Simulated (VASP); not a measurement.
Given:

```
CELL_PARAMETERS angstrom
      0.00000     3.25829     3.25829
      3.25829     0.00000     3.25829
      3.25829     3.25829     0.00000
ATOMIC_POSITIONS crystal
  Hg 0.00000 0.00000 0.00000
  Te 0.25000 0.25000 0.25000
```

These are PBEsol GGA, VASP's PBE PAW potentials (set 64) (plane waves; VASP) values and carry that method's errors. Settings: 520 eV cut-off, 9×9×9 Γ-centred mesh, first-order Methfessel-Paxton smearing of 0.10 eV, potentials Hg Te.

Unless said otherwise, spin-orbit coupling is left out, though it shifts the bands of the heavy elements here.

Task: Predict the energy per atom (σ→0), band gap (on the k-mesh) with the smallest direct gap where there is one.

Result: 
```yaml
band gap (on the k-mesh): none (metal, semimetal or under 0.01 eV)
energy per atom (σ→0): -2.188 eV/atom
```

Only differences to runs with the same potentials and settings are physical.

The compound is HgTe in the zinc blende structure. It was relaxed first. The start is the result of an earlier pass.
